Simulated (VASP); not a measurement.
Here is the system:

```
Ca
1.0
    0.00000     2.79000     2.79000
    2.79000     0.00000     2.79000
    2.79000     2.79000     0.00000
Ca
1
Direct
  0.00000   0.00000   0.00000
```

Method: optB88-vdW, VASP's PBE PAW potentials (set 64) (plane waves; VASP). Numerical set-up: 520 eV cut-off, 10×10×10 Γ-centred mesh, first-order Methfessel-Paxton smearing of 0.10 eV, potentials Ca_sv.

Energy and stress use the plane-wave basis of the starting cell.

Q: The ions, cell shape and volume are relaxed. What does this cell relax into?

A: 
```
Ca
1.0
    0.00000     2.72580     2.72580
    2.72580     0.00000     2.72580
    2.72580     2.72580     0.00000
Ca
1
Direct
  0.00000   0.00000   0.00000
```
Space group Fm-3m (225), at a tolerance of 0.03 Å.

Q: How do energy and volume change from the first to the last step?

A: The energy (σ→0) changes by -10.9 meV/atom and the volume by -6.7 %, in 3 ionic steps.

The compound is Ca in the fcc structure. This run relaxes it. Symmetry was kept, so distortions that lower it aren't found.
